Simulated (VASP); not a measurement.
```
RuTe
1.0
   -1.78610     1.78610     6.04684
    1.78610    -1.78610     6.04684
    1.78610     1.78610    -6.04684
Ru Te
2 2
Cartesian
  0.00000   0.00000   9.07026
  0.00000   1.78610   0.00000
  0.00000   0.00000   2.00755
  0.00000   1.78610   5.03097
```

The base run (VASP): PBE GGA, plane waves, VASP's PBE PAW potentials (set 64). Settings: 400 eV cut-off, 8×8×8 Γ-centred mesh, Gaussian smearing of 0.050 eV, potentials Ru_pv Te.

One setting is varied; ΔE counts from the most expensive setting. The base run took about 7 core-minutes. Times come from single runs on busy shared machines, so they are rough: good to a factor of about 2.

The pressure holds a Pulay error that falls with the cut-off, as the column shows.

```csv
setting,cost over the base run,electronic steps,ΔE (meV/atom),pressure (GPa)
ENCUT = 200,about 1/4,18,150.1,-29.83
ENCUT = 350,about 1/2,16,2.2,2.18
ENCUT = 450,within a factor of 2,16,0.2,2.82
ENCUT = 475,within a factor of 2,16,0.0,2.87
base run,reference,16,0.9,2.52
```

Left out are runs that failed, have no time on record or changed the cell.

The structure was generated: TeRu was put into the NbAs type (I4_1md), which need not be its known phase. The cell was not relaxed at this level.
